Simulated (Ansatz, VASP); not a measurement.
## Zr3F2 in VASP and in Ansatz

```
CELL_PARAMETERS angstrom
5.44722 0.00000 0.00000
-2.72361 4.71743 0.00000
0.00000 0.00000 4.33713
ATOMIC_POSITIONS crystal
Zr 0.50000 0.00000 0.00000
Zr 0.00000 0.50000 0.00000
Zr 0.50000 0.50000 0.00000
F 0.00000 0.00000 0.50000
F 0.00000 0.00000 0.00000
```

Alike in both runs: functional PBE; k mesh 6 × 6 × 4; occupations gaussian, width 0.1 eV; no spin polarisation.

Ansatz relaxed the structure, and its values are those at the end. VASP's run is a single point on that final structure, the one shown.

```csv
,VASP,Ansatz
version,VASP 6.6.1,Ansatz 0.2.0
potentials or method,"VASP PAW PBE potentials, release 64 (Zr_sv, F)","scalar-relativistic, plane waves, PAW"
plane-wave cutoff (eV),520,420
valence electrons in the cell,50,50
```

```tsv
	VASP	Ansatz	Ansatz less VASP
gap on the k mesh at the Fermi level (eV)	none	none	-
pressure (GPa)	0.0	0.0	+0.03
```

A gap of «none» marks a metal or a gap that the smearing closes.

Caveats: the k mesh is coarse (spacing up to 0.36 Å⁻¹), so the values aren't converged.
